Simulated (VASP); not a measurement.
Consider the following.

```
CELL_PARAMETERS angstrom
      0.00000     2.81544     2.81544
      2.81544     0.00000     2.81544
      2.81544     2.81544     0.00000
ATOMIC_POSITIONS crystal
  Ag 0.00000 0.00000 0.00000
  Cl 0.50000 0.50000 0.50000
```

Calculation: revTPSS meta-GGA, VASP's PBE PAW potentials (set 64) (plane waves; VASP). Numerical set-up: 520 eV cut-off, 8×8×8 Γ-centred mesh, Gaussian smearing of 0.050 eV, potentials Ag Cl.

### Question
Give the stress tensor in GPa (positive for a compressed cell).

### Answer

```
-2.52   0.00   0.00
 0.00  -2.52   0.00
 0.00   0.00  -2.52
```
The pressure is its mean diagonal, -2.52 GPa.

The compound is AgCl in the rock salt structure. This cell is one point of a volume scan, at 1.06 of the reference volume.
